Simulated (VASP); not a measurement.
LiBr (rock salt): the band gap from VASP (plane waves, PAW) at several levels of theory. Gaps are without spin-orbit coupling. Each level names its cell: its own relaxed one, PBE's, or the starting one. A gap is the smallest over the k-mesh and a band path; hybrids may have named points in place of the path, and GW has the mesh alone.

| level | band gap (eV) | error against measurement (eV) |
|---|---|---|
| LDA (own cell) | 5.17 | -2.43 |
| PBE (own cell) | 4.94 | -2.66 |
| PBEsol (own cell) | 4.98 | -2.62 |

Measured: 7.60 eV (as given by Abedi et al., (2022), arXiv:2211.14644).

The cell of the LDA (own cell) run:

```yaml
crystal:
  lattice:
    - [0.00000, 2.65459, 2.65459]
    - [2.65459, 0.00000, 2.65459]
    - [2.65459, 2.65459, 0.00000]
  atoms:
    - { symbol: Li, position: [0.00000, 0.00000, 0.00000] }
    - { symbol: Br, position: [0.50000, 0.50000, 0.50000] }
```

Only levels that ran to the end are used. Left out are those held back, those with too coarse a band path, GW runs whose mesh misses a band edge, hybrids' fits of cells that aren't cubic and levels without matching references; a question may draw on a part of the rest.

The compound is LiBr in the rock salt structure.
